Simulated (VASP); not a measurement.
```
CELL_PARAMETERS angstrom
      0.00000     2.98997     2.98997
      2.98997     0.00000     2.98997
      2.98997     2.98997     0.00000
ATOMIC_POSITIONS crystal
  Cu 0.00000 0.00000 0.00000
  I  0.25000 0.25000 0.25000
```

These are vdW-DF-cx, VASP's PBE PAW potentials (set 64) (plane waves; VASP) values and carry that method's errors. Numerical set-up: 520 eV cut-off, Gaussian smearing of 0.050 eV, potentials Cu I.

Unless said otherwise, spin-orbit coupling is left out, though it shifts the bands of the heavy elements here.

**Question.** Predict the band gap (along the path) with the smallest direct gap where there is one.

**Answer.** 
band gap (along the path): 1.19 eV
smallest direct gap (along the path): 1.19 eV

The compound is CuI in the zinc blende structure. It was relaxed first.
